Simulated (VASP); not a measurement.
A VASP calculation is set up with these files.

### POSCAR
```
TiS2
1.0
  1.6402653366  -2.8410234047   0.0000000000
  1.6402653366   2.8410234047   0.0000000000
  0.0000000000   0.0000000000   5.3026339478
Ti S
1 2
Cartesian
  0.0000000000   0.0000000000   0.0000000000
  1.6402653366   0.9470096956   1.4389437041
  1.6402653366  -0.9470096956   3.8636902437
```

INCAR:
```
SYSTEM  =  TiS2
PREC  =  Accurate; ENCUT  =  500; LREAL  =  F
LASPH  =  T
EDIFF  =  1E-6; NELM  =  100; ALGO  =  Normal
LMAXMIX  =  4
ISMEAR  =  1; SIGMA  =  0.1
GGA  =  PS
IBRION  =  2; NSW  =  40; ISIF  =  3
EDIFFG  =  -0.02; PSTRESS  =  100
LWAVE  =  F; LCHARG  =  F
```

### KPOINTS
```
Automatic mesh
0
G
  11 11 6
0 0 0
```

POTCAR, in this order: Ti_sv S (PBE.64 set). Program: vasp_std.

Task: Write an equivalent input for Quantum ESPRESSO's pw.x.

Result: One equivalent input (not run):
```
&CONTROL
  calculation = 'vc-relax'
  pseudo_dir = './pseudo'
  outdir = './out'
  tprnfor = .true.
  tstress = .true.
  nstep = 40
  forc_conv_thr = 0.00078
/
&SYSTEM
  ibrav = 0
  nat = 3
  ntyp = 2
  ecutwfc = 84
  occupations = 'smearing'
  smearing = 'methfessel-paxton'
  degauss = 0.00735
  input_dft = 'pbesol'
/
&ELECTRONS
  conv_thr = 7.3e-08
  electron_maxstep = 100
/
&IONS
/
&CELL
  press = 100
/
ATOMIC_SPECIES
  Ti 47.867 Ti.upf
  S 32.060 S.upf
CELL_PARAMETERS angstrom
     1.6402653   -2.8410234    0.0000000
     1.6402653    2.8410234    0.0000000
     0.0000000    0.0000000    5.3026339
ATOMIC_POSITIONS crystal
  Ti   0.0000000  0.0000000  0.0000000
  S    0.3333330  0.6666670  0.2713640
  S    0.6666670  0.3333330  0.7286360
K_POINTS automatic
  11 11 6 0 0 0
```
The two are equivalent in intent, not identical: the potentials are each code's own (VASP's PAW set, PseudoDojo norm-conserving files in pw.x), so ENCUT and ecutwfc are chosen apart and not converted; conv_thr bounds pw.x's estimated SCF error, while EDIFF bounds the energy change between steps; forc_conv_thr acts on force components and is met together with etot_conv_thr.

The compound is TiS2 in the 1T layered structure. This run relaxes it under an external pressure of 10 GPa. Symmetry was kept, so distortions that lower it aren't found.
